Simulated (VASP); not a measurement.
A run of VASP 6.6.1 is set up as follows.

Contents of INCAR:

```
ALGO = Normal
EDIFF = 1E-6
ENCUT = 520
ISIF = 2
ISMEAR = 0
ISPIN = 2
LASPH = True
LCHARG = False
LMAXMIX = 4
LORBIT = 11
LREAL = False
LWAVE = False
MAGMOM = 1 -1 0 0
NBANDS = 32
NELM = 80
PREC = Accurate
SIGMA = 0.05
```

File KPOINTS:

```
k-points
0
Gamma
  6 6 6
```

Contents of POSCAR:

```
RuSe
1.0
    5.3552328200      2.6776164100      2.6776164100
    2.6776164100      5.3552328200      2.6776164100
    2.6776164100      2.6776164100      5.3552328200
Ru Se
2 2
Direct
    0.2500000000      0.2500000000      0.2500000000
    0.7500000000      0.7500000000      0.7500000000
    0.0000000000      0.0000000000      0.0000000000
    0.5000000000      0.5000000000      0.5000000000
```

Potentials or basis: VASP PAW LDA potentials, release 64 (Ru_pv, Se).

The run is started by

```sh
$ cat potpaw_LDA.64/Ru_pv/POTCAR potpaw_LDA.64/Se/POTCAR > POTCAR
$ mpirun -np 1 vasp_std > vasp.out
```

Question: Predict the band gap on the k mesh.

Answer: None (metal or under the smearing width).

Question: What does it give for the net moment?

Answer: 0.00 μB per cell.
